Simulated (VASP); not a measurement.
Crystal: PtBr2.

```
Pt Br
1.0
     2.02759    1.17063    6.13018
    -2.02759    1.17063    6.13018
     0.00000   -2.34126    6.13018
Pt Br
1 2
Direct
  0.00000 0.00000 0.00000
  0.25200 0.25200 0.25200
  0.74800 0.74800 0.74800
```

The cell was built by a generator and needn't be a form met in nature.

Program: VASP 6.6.1. Alike in all runs: task single point; cell as given; k mesh 6 × 6 × 6; cutoff (eV) 520; smearing gaussian 0.05 eV.

Q: Order these runs on this cell by their band gap on the k mesh, lowest first.
A. level LDA+U; potentials or basis VASP PAW LDA potentials, release 64 (Pt, Br); spin collinear, random start; U Pt d U = 4 eV; further INCAR settings ALGO = Fast; EDIFF = 1e-07
B. level r2SCAN+U; potentials or basis VASP PAW PBE potentials, release 64 (Pt, Br); spin collinear, ferromagnetic start; U Pt d U = 7 eV; further INCAR settings ALGO = Normal; EDIFF = 1e-06
C. level r2SCAN+U; potentials or basis VASP PAW PBE potentials, release 64 (Pt, Br); spin off; U Pt d U = 6 eV; further INCAR settings ALGO = Normal; EDIFF = 1e-06

A: C (metal), A (0.92 eV), B (2.91 eV).

Caveats: spin-orbit coupling is left out, which moves the levels of the heavy elements (some runs); U without spin polarisation on a metal has little footing (some runs); forces of over 1 eV/Å show positions far from the minimum, so gaps and moduli don't describe the material at rest (some runs).

A k mesh can miss the band edges.

Not every run made on this cell is shown here.
